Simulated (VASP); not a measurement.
The system is YAl3N4.

```
Al Y N
1.0
     6.66000    0.00000    0.00000
    -3.33000    5.76773    0.00000
     0.00000    0.00000    5.14000
Al Y N
6 2 8
Direct
  0.16667 0.83333 0.00000
  0.33333 0.66667 0.50000
  0.66667 0.33333 0.00000
  0.83333 0.16667 0.50000
  0.66667 0.83333 0.00000
  0.83333 0.66667 0.50000
  0.16667 0.33333 0.00000
  0.33333 0.16667 0.50000
  0.16667 0.33333 0.38200
  0.33333 0.16667 0.88200
  0.16667 0.83333 0.38200
  0.33333 0.66667 0.88200
  0.66667 0.33333 0.38200
  0.83333 0.16667 0.88200
  0.66667 0.83333 0.38200
  0.83333 0.66667 0.88200
```

The cell was built by a generator and needn't be a form met in nature.

| Property | Result |
| --- | --- |
| Program | VASP 6.6.1 |
| Task | relaxation of cell and atoms |
| Functional | PBE |
| Potentials or basis | VASP PAW PBE potentials, release 64 (Al, Y_sv, N) |
| Cutoff | 600 eV |
| k mesh | 4 × 4 × 5 |
| Occupations | gaussian, width 0.05 eV |
| Spin | no spin polarisation |

At the start: pressure 8.0 GPa; volume 12.34 Å³/atom.

Q: Where does the relaxation end?

A: Over 22 steps the energy falls by 293.6 meV/atom and the volume is 12.23 Å³/atom (-0.9 %); space group Cmc2_1 (No. 36, to 0.05 Å).

Step by step:
```tsv
step	energy change (eV)	largest force (eV/Å)	pressure (GPa)	volume (Å³)
1	0.0000	7.1217	7.96	197.44
2	-3.3502	1.4640	-12.26	215.43
3	-3.8311	1.1657	-8.65	210.03
4	-4.4243	0.9841	3.89	192.70
5	-4.4623	0.8119	1.07	195.90
6	-4.5552	0.5599	0.40	196.36
7	-4.5609	0.5002	0.23	196.50
8	-4.6251	0.3455	-0.74	197.25
9	-4.6356	0.3664	-1.30	197.71
10	-4.6707	0.2052	0.69	195.14
11	-4.6707	0.2051	0.68	195.15
12	-4.6849	0.1400	-0.01	195.83
13	-4.6852	0.1521	-0.13	195.96
14	-4.6922	0.0810	-0.19	195.97
15	-4.6925	0.0973	-0.20	195.98
16	-4.6965	0.0552	0.20	195.48
17	-4.6965	0.0558	0.21	195.46
18	-4.6974	0.0466	-0.16	195.84
19	-4.6975	0.0247	-0.07	195.75
20	-4.6977	0.0181	0.01	195.66
21	-4.6977	0.0184	0.01	195.66
22	-4.6978	0.0072	0.04	195.64
```

Final structure:
```
Al Y N
1.0
     6.56476    0.09165    0.00000
    -3.20300    5.73108    0.00000
     0.00000    0.00000    5.15983
Al Y N
6 2 8
Direct
  0.16319 0.83216 0.00089
  0.33681 0.66784 0.50089
  0.66784 0.33681 0.00089
  0.83216 0.16319 0.50089
  0.66187 0.83813 0.98821
  0.83813 0.66187 0.48821
  0.14956 0.35044 0.99724
  0.35044 0.14956 0.49724
  0.15832 0.34168 0.44789
  0.34168 0.15832 0.94789
  0.14641 0.78810 0.36182
  0.35359 0.71190 0.86182
  0.71190 0.35359 0.36182
  0.78810 0.14641 0.86182
  0.66796 0.83204 0.36925
  0.83204 0.66796 0.86925
```
